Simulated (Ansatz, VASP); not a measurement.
# Cross-check of SrMg3S3O between VASP and Ansatz, part 2 of 3

One calculation is typed for both programs; each brings its own data sets. How far apart do they land? The cell is generated by rule, not measured, and may not be a known phase. The cell is taken from a series of runs on this material, whose earlier steps may have relaxed, scaled, displaced or heated it; both programs get it as it stands.

VASP 6.6.1 and Ansatz 0.2.0.

So far: The structure; Ansatz: relaxation of cell and atoms, PBE, pair 1.

## (3) VASP: relaxation of cell and atoms, PBE, pair 1

Level of this step: PBE; plane waves and PAW (Mg, O, S, Sr_sv); invented cell (VASP).

The same cell, functional, mesh and smearing now go to VASP, with its own data sets.

Lines of VASP's logs that name or quote its potential files are left out, and so is its time.

INCAR

```
SYSTEM = SrMg3S3O
PREC = Accurate
ENCUT = 600
EDIFF = 1E-07
NELM = 120
ISMEAR = 0
SIGMA = 0.02
LREAL = .FALSE.
ALGO = Normal
GGA = PE
NBANDS = 28
LORBIT = 11
LWAVE = .FALSE.
LCHARG = .FALSE.
ISIF = 3
IBRION = 2
NSW = 80
EDIFFG = -0.005
LASPH = .TRUE.
GGA_COMPAT = .FALSE.
NELMIN = 4
EFERMI = MIDGAP
KPAR = 2
```

POSCAR

```
SrMg3S3O
1.0
    2.5861280000      2.5861280000      0.0000000000
   -2.5861280000      2.5861280000      0.0000000000
    0.0000000000      0.0000000000     10.8185700000
Mg O S Sr
3 1 3 1
Direct
    0.5000000000      0.5000000000      0.2467343651
    0.0000000000      0.0000000000      0.5000000000
    0.5000000000      0.5000000000      0.7532656349
    0.5000000000      0.5000000000      0.0000000000
    0.0000000000      0.0000000000      0.2621752228
    0.5000000000      0.5000000000      0.5000000000
    0.0000000000      0.0000000000      0.7378247772
    0.0000000000      0.0000000000      0.0000000000
```

KPOINTS

```
Automatic mesh
0
Gamma
6 6 2
0 0 0
```

Potentials, in the order of the species: Mg, O, S and Sr_sv (PBE family, release 64).

The run is started by

```sh
mpirun -np 2 vasp_std
```

Numbers of over 12 decimals in the logs are rounded to 6 here.

The log of the run:

```text
[banner, memory and clock lines left out]
running    2 mpi-ranks, on    1 nodes
 distrk:  each k-point on    1 cores,    2 groups
 distr:  one band on    1 cores,    1 groups

 POSCAR found type information on POSCAR MgO S Sr
 POSCAR found :  4 types and       8 ions
 LDA part: xc-table for (Slater+PW92), standard interpolation
 POSCAR, INCAR and KPOINTS ok, starting setup
 FFT: planning ... GRIDC
 FFT: planning ... GRID_SOFT
 FFT: planning ... GRID
 WAVECAR not read
 entering main loop
       N       E                     dE             d eps       ncg     rms          rms(c)
DAV:   1     0.224923657653E+03    0.22492E+03   -0.19439E+04  1120   0.141E+03
DAV:   2    -0.211487768802E+02   -0.24607E+03   -0.23822E+03  1452   0.240E+02
DAV:   3    -0.404853495035E+02   -0.19337E+02   -0.19257E+02  1472   0.698E+01
DAV:   4    -0.410932805868E+02   -0.60793E+00   -0.60717E+00  1824   0.104E+01
DAV:   5    -0.411000565257E+02   -0.67759E-02   -0.67745E-02  1468   0.959E-01    0.217E+01
DAV:   6    -0.375158319123E+02    0.35842E+01   -0.15402E+01  1376   0.165E+01    0.198E+01
DAV:   7    -0.372181975098E+02    0.29763E+00   -0.14477E+00  1404   0.596E+00    0.113E+01
DAV:   8    -0.370705296411E+02    0.14767E+00   -0.56431E-01  1472   0.401E+00    0.153E+00
DAV:   9    -0.370609640814E+02    0.95656E-02   -0.75811E-02  1544   0.155E+00    0.796E-01
DAV:  10    -0.370606193620E+02    0.34472E-03   -0.24094E-02  1404   0.678E-01    0.286E-01
DAV:  11    -0.370599918971E+02    0.62746E-03   -0.32178E-03  1596   0.278E-01    0.154E-01
DAV:  12    -0.370598828024E+02    0.10909E-03   -0.90006E-04  1632   0.185E-01    0.585E-02
DAV:  13    -0.370598883339E+02   -0.55315E-05   -0.26615E-04  1624   0.765E-02    0.444E-02
DAV:  14    -0.370598863521E+02    0.19818E-05   -0.13857E-05  1556   0.201E-02    0.118E-02
DAV:  15    -0.370598860958E+02    0.25623E-06   -0.33977E-06  1488   0.864E-03    0.598E-03
DAV:  16    -0.370598860076E+02    0.88182E-07   -0.42057E-07  1284   0.334E-03
   1 F= -.37059886E+02 E0= -.37059886E+02  d E =-.370599E+02
[... from here on, the cycles between the ionic steps are left out ...]
   2 F= -.37059987E+02 E0= -.37059987E+02  d E =-.101417E-03
   3 F= -.37059994E+02 E0= -.37059994E+02  d E =-.107559E-03
   4 F= -.37059995E+02 E0= -.37059995E+02  d E =-.109134E-03
   5 F= -.37060052E+02 E0= -.37060052E+02  d E =-.572767E-04
   6 F= -.37060077E+02 E0= -.37060077E+02  d E =-.817382E-04
   7 F= -.37060136E+02 E0= -.37060136E+02  d E =-.589160E-04
   8 F= -.37060186E+02 E0= -.37060186E+02  d E =-.108726E-03
   9 F= -.37060194E+02 E0= -.37060194E+02  d E =-.117402E-03
 curvature:  -1.34 expect dE=-0.484E-04 dE for cont linesearch -0.369E-05
 ZBRENT: bracketing found
 ZBRENT: interpolating
 opt :   4.7459  next Energy=   -37.060207 (dE=-0.130E-03)
 bond charge predicted
       N       E                     dE             d eps       ncg     rms          rms(c)
DAV:   1    -0.370602070437E+02   -0.12771E-04   -0.75769E-04  1120   0.135E-01    0.214E-02
DAV:   2    -0.370602075832E+02   -0.53959E-06   -0.60201E-05  1428   0.390E-02    0.118E-02
DAV:   3    -0.370602063039E+02    0.12794E-05   -0.48196E-06  1536   0.113E-02    0.913E-03
DAV:   4    -0.370602056836E+02    0.62032E-06   -0.82288E-07  1496   0.509E-03    0.580E-03
DAV:   5    -0.370602053055E+02    0.37801E-06   -0.13876E-06  1396   0.705E-03    0.243E-03
DAV:   6    -0.370602053603E+02   -0.54772E-07   -0.42497E-07  1504   0.281E-03
  10 F= -.37060205E+02 E0= -.37060205E+02  d E =-.128481E-03
 curvature:  -4.63 expect dE=-0.685E-04 dE for cont linesearch -0.110E-07
 trial: gam= 0.29712 g(F)=  0.823E-06 g(S)=  0.140E-04 ort = 0.491E-06 (trialstep = 0.197E+01)
 search vector abs. value=  0.240E-04
 reached required accuracy - stopping structural energy minimisation
```

From OUTCAR (step 3):

```text
ion  position               nearest neighbor table
   1  0.500  0.500  0.247-   5 2.59   5 2.59   5 2.59   5 2.59   4 2.67   6 2.74   8 3.72   8 3.72
                             8 3.72   8 3.72
   2  0.000  0.000  0.500-   5 2.57   7 2.57   6 2.59   6 2.59   6 2.59   6 2.59
   3  0.500  0.500  0.753-   7 2.59   7 2.59   7 2.59   7 2.59   4 2.67   6 2.74   8 3.72   8 3.72
                             8 3.72   8 3.72
   4  0.500  0.500  0.000-   8 2.59   8 2.59   8 2.59   8 2.59   1 2.67   3 2.67
   5  0.000  0.000  0.262-   2 2.57   1 2.59   1 2.59   1 2.59   1 2.59   8 2.84
   6  0.500  0.500  0.500-   2 2.59   2 2.59   2 2.59   2 2.59   3 2.74   1 2.74
   7  0.000  0.000  0.738-   2 2.57   3 2.59   3 2.59   3 2.59   3 2.59   8 2.84
   8  0.000  0.000  0.000-   4 2.59   4 2.59   4 2.59   4 2.59   7 2.84   5 2.84   3 3.72   3 3.72
                             1 3.72   3 3.72   1 3.72   1 3.72   3 3.72   1 3.72

  LATTYP: Found a simple tetragonal cell.
 ALAT       =     3.6573372916
 C/A-ratio  =     2.9580454679

 Subroutine GETGRP returns: Found 16 space group operations
 (whereof 16 operations were pure point group operations)

The static configuration has the point symmetry D_4h.

 Found     20 irreducible k-points:

   k-points           NKPTS =     20   k-points in BZ     NKDIM =     20   number of bands    NBANDS=     28

   dimension x,y,z NGX =    30 NGY =   30 NGZ =   90
   dimension x,y,z NGXF=    60 NGYF=   60 NGZF=  180

   ENCUT  =  600.0 eV  44.10 Ry    6.64 a.u.   7.30  7.30 21.61*2*pi/ulx,y,z

   NELECT =      40.0000    total number of electrons

 k-points in reciprocal lattice and weights: Automatic mesh
   0.00000000  0.00000000  0.00000000       0.014
   0.16666667  0.00000000  0.00000000       0.056
   0.33333333  0.00000000  0.00000000       0.056
   0.50000000  0.00000000  0.00000000       0.028
   0.16666667  0.16666667  0.00000000       0.056
   0.33333333  0.16666667  0.00000000       0.111
   0.50000000  0.16666667  0.00000000       0.056
   0.33333333  0.33333333  0.00000000       0.056
   0.50000000  0.33333333  0.00000000       0.056
[...]
0.50000000  0.33333333  0.50000000       0.056
   0.50000000  0.50000000  0.50000000       0.014

 average (electrostatic) potential at core
       1 -37.9196       2 -37.2255       3 -37.9196       4 -69.7066       5 -86.9760
       6 -86.5025       7 -86.9760       8 -35.4994

 E-fermi :   4.2054

 k-point     1 :       0.0000    0.0000    0.0000
  band No.  band energies     occupation
    ...
     16       2.7838      2.00000
     17       2.7838      2.00000
     18       2.9561      2.00000
     19       3.0074      2.00000
     20       3.0074      2.00000
     21       5.7791      0.00000
     22       6.9077      0.00000
     23       6.9737      0.00000
     24       7.5458      0.00000
     25       8.2387      0.00000
    ...

 k-point     2 :       0.1667    0.0000    0.0000
  band No.  band energies     occupation
    ...
     16       2.0960      2.00000
     17       2.4334      2.00000
     18       2.6088      2.00000
     19       2.8528      2.00000
     20       2.9364      2.00000
     21       6.6145      0.00000
     22       7.5151      0.00000
     23       7.7536      0.00000
     24       7.7998      0.00000
     25       9.0345      0.00000
    ...

 k-point     3 :       0.3333    0.0000    0.0000
  band No.  band energies     occupation
    ...
     16       2.0150      2.00000
     17       2.1645      2.00000
     18       2.1951      2.00000
     19       2.5161      2.00000
     20       2.8850      2.00000
     21       7.5004      0.00000
     22       7.8737      0.00000
     23       8.0682      0.00000
     24       8.5544      0.00000
     25       8.6170      0.00000
    ...

  Total       -0.0236035     -0.0236035      0.0346334      0.0000000      0.0000000     -0.0000000
  in kB       -0.2614053     -0.2614053      0.3835600      0.0000000      0.0000000     -0.0000000
  external PRESSURE =      -0.0464169 kB  Pullay stress =       0.0000000 kB

  energy-cutoff  :      600.00
  volume of cell :      144.67
      direct lattice vectors                 reciprocal lattice vectors
     2.585455618  2.585455618  0.000000000     0.193389512  0.193389512 -0.000000000
    -2.585455618  2.585455618 -0.000000000    -0.193389512  0.193389512  0.000000000
     0.000000000 -0.000000000 10.821032616    -0.000000000 -0.000000000  0.092412622

 POSITION                                       TOTAL-FORCE (eV/Angst)
 -----------------------------------------------------------------------------------
      0.00000      2.58546      2.68033         0.000000     -0.000000      0.001602
      0.00000     -0.00000      5.41052        -0.000000     -0.000000      0.000000
      0.00000      2.58546      8.14070        -0.000000      0.000000     -0.001602
      0.00000      2.58546      0.00000         0.000000      0.000000      0.000000
      0.00000     -0.00000      2.84229        -0.000000      0.000000     -0.002442
      0.00000      2.58546      5.41052         0.000000      0.000000      0.000000
      0.00000     -0.00000      7.97874         0.000000     -0.000000      0.002442
      0.00000      0.00000      0.00000        -0.000000     -0.000000      0.000000
 -----------------------------------------------------------------------------------
    total drift:                               -0.000000      0.000000      0.000000

  FREE ENERGIE OF THE ION-ELECTRON SYSTEM (eV)
  ---------------------------------------------------
  free  energy   TOTEN  =       -37.0602053603 eV

  energy  without entropy=      -37.0602053603  energy(sigma->0) =      -37.06020536

 reached required accuracy - stopping structural energy minimisation

 total charge
# of ion       s       p       d       tot
------------------------------------------
    1        0.134   0.117   0.035   0.285
    2        0.139   0.133   0.042   0.314
    3        0.134   0.117   0.035   0.285
    4        1.550   3.369   0.000   4.919
    5        1.316   2.506   0.000   3.822
    6        1.314   2.492   0.000   3.806
    7        1.316   2.506   0.000   3.822
    8        2.016   5.808   0.247   8.071
--------------------------------------------------
tot          7.919  17.047   0.359  25.325

[... 3 further parts left out ...]
```

CONTCAR:

```
SrMg3S3O
   1.00000000000000
     2.5854556178089432    2.5854556178089432    0.0000000000000000
    -2.5854556178089432    2.5854556178089432   -0.0000000000000000
     0.0000000000000000   -0.0000000000000000   10.8210326159334453
  Mg              O               S               Sr
     3     1     3     1
Direct
     0.5000000000000000    0.5000000000000000    0.2476966041902215
     0.0000000000000000    0.0000000000000000    0.5000000000000000
     0.5000000000000000    0.5000000000000000    0.7523033958097787
     0.5000000000000000    0.5000000000000000    0.0000000000000000
     0.0000000000000000    0.0000000000000000    0.2626636878678168
     0.5000000000000000    0.5000000000000000    0.5000000000000000
     0.0000000000000000    0.0000000000000000    0.7373363121321831
     0.0000000000000000    0.0000000000000000    0.0000000000000000
```

## (4) Comparison

Known differences besides the potentials themselves: the data sets hold 64 valence electrons in Ansatz (on its default PAW (the set named soft_2) files) and 40 in VASP; the cutoff is 420 eV in Ansatz and 600 eV in VASP; Ansatz adds a Pulay correction to the stress that steers its cell, VASP none. Total energies have different zeros and are not compared.

Both answers:

```csv
quantity,Ansatz,VASP,difference
volume (Å³),144.86,144.67,+0.13 %
"edge a after relaxation, in the typed setting (Å)",3.657,3.656,+0.02 %
"edge c after relaxation, in the typed setting (Å)",10.831,10.821,+0.09 %
```

## (5) VASP: relaxation of cell and atoms, PBE, pair 2

The relaxed volume is the usual yardstick between codes: in a stiff, nearly cubic crystal its relative difference is about their pressure difference at one cell divided by the bulk modulus. Its start cell is another than that of the pair before, and may be another structure of the material.

INCAR: that of step 3 with these lines changed.

```diff
@@ -6,3 +6,3 @@
 ISMEAR = 0
-SIGMA = 0.02
+SIGMA = 0.01
 LREAL = .FALSE.
```

POSCAR

```
SrMg3S3O
1.0
    3.5809840000      0.0000000000      0.0000000000
    0.0000000000      3.5809840000      0.0000000000
    0.0000000000      0.0000000000     11.9600740000
Mg O S Sr
3 1 3 1
Direct
    0.5000000000      0.5000000000      0.2858851041
    0.0000000000      0.0000000000      0.5251472524
    0.5000000000      0.5000000000      0.7819703289
    0.5000000000      0.5000000000      0.9485529103
    0.0000000000      0.0000000000      0.2415220842
    0.5000000000      0.5000000000      0.4928971175
    0.0000000000      0.0000000000      0.7351988792
    0.0000000000      0.0000000000      0.9884091854
```

KPOINTS is that of step 3.

The run is started by

```sh
mpirun -np 2 vasp_std
```

The log of the run:

```text
[... set-up lines as in an earlier step ...]
 entering main loop
       N       E                     dE             d eps       ncg     rms          rms(c)
DAV:   1     0.223237528207E+03    0.22324E+03   -0.19065E+04  1120   0.140E+03
DAV:   2    -0.212581753293E+02   -0.24450E+03   -0.23671E+03  1416   0.241E+02
DAV:   3    -0.412411190083E+02   -0.19983E+02   -0.19903E+02  1564   0.703E+01
DAV:   4    -0.417867538629E+02   -0.54563E+00   -0.54490E+00  1744   0.996E+00
[...]
DAV:  15    -0.375342953907E+02    0.19416E-05   -0.31656E-05  1448   0.417E-02    0.124E-02
DAV:  16    -0.375342958335E+02   -0.44280E-06   -0.80900E-06  1432   0.130E-02    0.103E-02
DAV:  17    -0.375342957507E+02    0.82733E-07   -0.61856E-07  1412   0.362E-03
   1 F= -.37534296E+02 E0= -.37534296E+02  d E =-.375343E+02
[... from here on, the cycles between the ionic steps are left out ...]
   2 F= -.37534395E+02 E0= -.37534395E+02  d E =-.995757E-04
   3 F= -.37534396E+02 E0= -.37534396E+02  d E =-.100037E-03
   4 F= -.37534436E+02 E0= -.37534436E+02  d E =-.401634E-04
   5 F= -.37534457E+02 E0= -.37534457E+02  d E =-.607989E-04
   6 F= -.37534445E+02 E0= -.37534445E+02  d E =-.492134E-04
   7 F= -.37534460E+02 E0= -.37534460E+02  d E =-.645102E-04
   8 F= -.37534477E+02 E0= -.37534477E+02  d E =-.166462E-04
   9 F= -.37534487E+02 E0= -.37534487E+02  d E =-.263672E-04
  10 F= -.37534501E+02 E0= -.37534501E+02  d E =-.139007E-04
  11 F= -.37534520E+02 E0= -.37534520E+02  d E =-.331507E-04
  12 F= -.37534526E+02 E0= -.37534526E+02  d E =-.574407E-05
 trial-energy change:   -0.000006  1 .order   -0.000006   -0.000010   -0.000003
 step:   2.2200(harm=  2.2200)  dis= 0.00089  next Energy=   -37.534526 (dE=-0.653E-05)
 reached required accuracy - stopping structural energy minimisation
```

OUTCAR, selected parts (step 5):

```text
  Total        0.0016437      0.0016437     -0.0158679      0.0000000      0.0000000      0.0000000
  in kB        0.0171946      0.0171946     -0.1659947      0.0000000      0.0000000      0.0000000
  external PRESSURE =      -0.0438685 kB  Pullay stress =       0.0000000 kB

 POSITION                                       TOTAL-FORCE (eV/Angst)
 -----------------------------------------------------------------------------------
      1.79001      1.79001      3.42152        -0.000000      0.000000     -0.001058
      0.00000     -0.00000      6.27146         0.000000     -0.000000      0.000501
      1.79001      1.79001      9.33941        -0.000000      0.000000     -0.000761
      1.79001      1.79001     11.33169         0.000000     -0.000000      0.000596
      3.58002     -0.00000      2.89399        -0.000000      0.000000     -0.000929
      1.79001      1.79001      5.89303         0.000000     -0.000000      0.001620
      0.00000      3.58002      8.78098        -0.000000      0.000000     -0.000310
      3.58002     -0.00000     11.81222         0.000000     -0.000000      0.000341
 -----------------------------------------------------------------------------------
    total drift:                                0.000000      0.000000      0.001369

  FREE ENERGIE OF THE ION-ELECTRON SYSTEM (eV)
  ---------------------------------------------------
  free  energy   TOTEN  =       -37.5345255597 eV

  energy  without entropy=      -37.5345255597  energy(sigma->0) =      -37.53452556

[... 2 parts as in an earlier step ...]

[... 2 further parts left out ...]
[key lines of the parts left out:]
E-fermi :   3.8841
```

## (6) Ansatz: relaxation of cell and atoms, PBE, pair 2

The same cell, functional and mesh now go to Ansatz, which takes its cutoff from its data sets.

The cell is taken from a series of runs on this material, whose earlier steps may have relaxed, scaled, displaced or heated it; both programs get it as it stands.

input.yaml

```yaml
crystal:
  lattice:
    - [3.5809842334, 0.0, 0.0]
    - [0.0, 3.5809842334, 0.0]
    - [0.0, 0.0, 11.9600741758]
  atoms:
    - { symbol: Mg, position: [0.5, 0.5, 0.2858851379] }
    - { symbol: Mg, position: [0.0, 0.0, 0.5251472834] }
    - { symbol: Mg, position: [0.5, 0.5, 0.7819702845] }
    - { symbol: O, position: [0.5, 0.5, 0.948552876] }
    - { symbol: S, position: [0.0, 0.0, 0.2415221149] }
    - { symbol: S, position: [0.5, 0.5, 0.4928971461] }
    - { symbol: S, position: [0.0, 0.0, 0.7351988497] }
    - { symbol: Sr, position: [0.0, 0.0, 0.9884092066] }
kpoints:
  mp_grid: { grid: [6, 6, 2] }
hamiltonian:
  xc: pbe
scf:
  occupations: { method: fixed }
output:
  forces: true
  stress: true
  eigenvalues: true
relax:
  adjacent_minimum: "off"
  f_tol: 0.001
  max_steps: 60
  cell: { stress_tol: 0.01 }
```

The run is started by

```sh
ansatz run input.yaml --threads 4 --pin off --max-ram 14336MiB --backend cpu --events-out ev --progress --plain --runs-dir out
```

The log of the run:

```text
[...]
Crystal: 8 atoms, lattice volume = 153.369 Å³
Basis set: ecut = 420 eV, 2947 PW (Γ), exchange–correlation on 48×48×160 points (8 copies of the dense FFT grid, shifted against one another)
Bands: 40, of which v1, the nominal top of the filled ones, is band 32 counted from 1 (31 counted from 0)
Symmetry: 8 space group operations
[...]
k-points: 20 of 72
[...]
- [0.0, 3.581543, 0.0]
    - [0, 0.0, 11.956703]
  atoms:
    - { symbol: Mg, position: [0.500000, 0.500000, 0.285907] }
    - { symbol: Mg, position: [0, 0, 0.525088] }
    - { symbol: Mg, position: [0.500000, 0.500000, 0.781922] }
    - { symbol: O, position: [0.500000, 0.500000, 0.948557] }
    - { symbol: S, position: [0, 0, 0.241597] }
    - { symbol: S, position: [0.500000, 0.500000, 0.492946] }
    - { symbol: S, position: [0, 0, 0.735177] }
    - { symbol: Sr, position: [0, 0, 0.988390] }
[key lines of the parts left out:]
SCF converged after 7 iterations
Free energy (F): -12600.841663 eV
Fermi energy:    5.707387 eV
P = ⅓ Tr σ = -0.0009 GPa (-0.009 kbar)
```

## (7) Comparison

What differs besides the data sets and the points named for the pairs above, as far as they apply: fixed occupations in Ansatz, narrow Gaussian smearing in VASP; the data sets hold 64 valence electrons in Ansatz (on its default PAW (the set named soft_2) files) and 40 in VASP. Total energies have different zeros and are not compared.

Compared:

```csv
quantity,Ansatz,VASP,difference
volume (Å³),153.37,153.16,+0.14 %
"edge a after relaxation, in the typed setting (Å)",3.582,3.580,+0.04 %
"edge c after relaxation, in the typed setting (Å)",11.957,11.950,+0.06 %
```

[end of part 2 of 3]

[Lines on the potential files, build, host, timing and source positions are cut from VASP's logs without a mark.]

[Logs are printed without paths, hosts, clocks, repeated set-up lines and the standing remarks that a program may print on its own settings, such as how far it seeks lower states.]

[Hosts, paths, dates, database ids (printed as entryN), source tags and the programs' standing remarks are cut or masked in the printed files.]
